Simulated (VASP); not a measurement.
An input for Ansatz (written as the equivalent of a VASP run, and not itself run):

Ansatz 0.2 input:
```yaml
crystal:
  lattice:
    - [3.5144440, 0.0000000, 0.0000000]
    - [-1.7572220, 3.0435980, 0.0000000]
    - [0.0000000, 0.0000000, 11.3077480]
  atoms:
    - { symbol: Ho, position: [0.0000000, 0.0000000, 0.0000000], spin: 4 }
    - { symbol: Ho, position: [0.0000000, 0.0000000, 0.5000000], spin: 4 }
    - { symbol: Ho, position: [0.3333330, 0.6666670, 0.2500000], spin: 4 }
    - { symbol: Ho, position: [0.6666670, 0.3333330, 0.7500000], spin: 4 }
kpoints:
  mp_grid: { grid: [5, 5, 2] }
hamiltonian:
  xc: pbe
  pseudopotentials: { kind: paw }
magnetization: { spin_polarized: true }
scf:
  occupations: { method: gaussian, width: 0.272 }
  max_iter: 100
output: { forces: true, stress: true, eigenvalues: true }
```

Write the VASP files for the same calculation (PBE).

This is not unique; one that fits is 
INCAR:
```
LCHARG=.False.
MAGMOM=4.0 4.0 4.0 4.0
ISPIN=2   # spin-polarised
ISIF=2
LREAL=.False.   # projection in real space or not
LASPH=.True.
ISMEAR=0   # Gaussian
SIGMA=0.272   # width (eV)
NELM=100
ENCUT=300   # plane-wave cut-off (eV)
GGA=PE
LORBIT=11   # lm-projected
PREC=Accurate
LMAXMIX=6   # l cut-off of mixed one-centre charges
ALGO=Normal   # blocked Davidson
SYSTEM=Ho
EDIFF=1E-6
LWAVE=.False.
```

KPOINTS:
```
kpoints
0
Gamma
5 5 2
```

File POSCAR:
```
Ho
1
    3.5144440000     0.0000000000     0.0000000000
   -1.7572220000     3.0435980000     0.0000000000
    0.0000000000     0.0000000000    11.3077480000
Ho
4
Direct
  0.0000000000   0.0000000000   0.0000000000
  0.0000000000   0.0000000000   0.5000000000
  0.3333330000   0.6666670000   0.2500000000
  0.6666670000   0.3333330000   0.7500000000
```

POTCAR, in this order: Ho (PBE.64 set). Program: vasp_std.

The two are equivalent in intent, not identical: each code has its own PAW files, so the cut-off isn't converted (ENCUT is set for VASP's; basis.ecutwfc is left out, and Ansatz then takes the one that its files recommend); Ansatz stops its SCF on the density residual and VASP on the energy change (EDIFF).

The structure was generated: Ho was put into an ordered model structure, which need not be its known phase. The cell was not relaxed at this level. The k-mesh is coarse (spacing up to 0.41 per Å, 2π included), so the numbers may not be converged in it. The run is one of a series of settings (KPOINTS 5×5×2 Γ-centred mesh against the base run), some of them coarse on purpose.
